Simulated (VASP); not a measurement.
Runs of VASP 6.6.1 on KPt. It takes space group P-6m2 (No. 187, hexagonal). Conventional cell: a = 3.001 Å, b = 3.001 Å, c = 5.346 Å, α = 90.00°, β = 90.00°, γ = 120.00°. Pt (site symmetry -6m2) is surrounded by 6 Pt at 3.00 Å and 6 K at 3.19 Å. K (site symmetry -6m2) has 6 K at 3.00 Å and 6 Pt at 3.19 Å as nearest neighbours. The cell comes from a database or a generator and needn't be the stable form of this composition.

```csv
task,level,potentials or basis,cutoff (eV),smearing,gap on the mesh (eV),pressure (GPa)
single point,LDA,"VASP PAW LDA potentials, release 64 (Pt, K_pv)",500,gaussian 0.05 eV,none,(a)
single point,PBE,"VASP PAW PBE potentials, release 64 (Pt, K_sv)",520,fermi-dirac 0.05 eV,none,0.5
single point,PBEsol,"VASP PAW PBE potentials, release 64 (Pt, K_pv)",500,gaussian 0.02 eV,none,-2.6
single point,r2SCAN+D4,"VASP PAW PBE potentials, release 54 (Pt, K_sv)",520,gaussian 0.05 eV,none,(b)
single point,RPBE,"VASP PAW PBE potentials, release 64 (Pt, K_sv)",520,gaussian 0.02 eV,none,3.4
```

Alike in all rows: no spin polarisation; cell as given; k mesh 10 × 10 × 5.

Task: Fill in the values left out.

Result: (a) -5.4; (b) -2.7.

Caveats: the PAW data sets were made with another functional, which shifts forces and pressure a little (some runs); pairwise dispersion overbinds metals, which lowers pressure and volume (some runs).

A k mesh can miss the band edges, and the runs leave out spin-orbit coupling on Pt.

A gap of «none» marks a metal or a gap under the smearing width.

Not every run made on this cell is shown here.
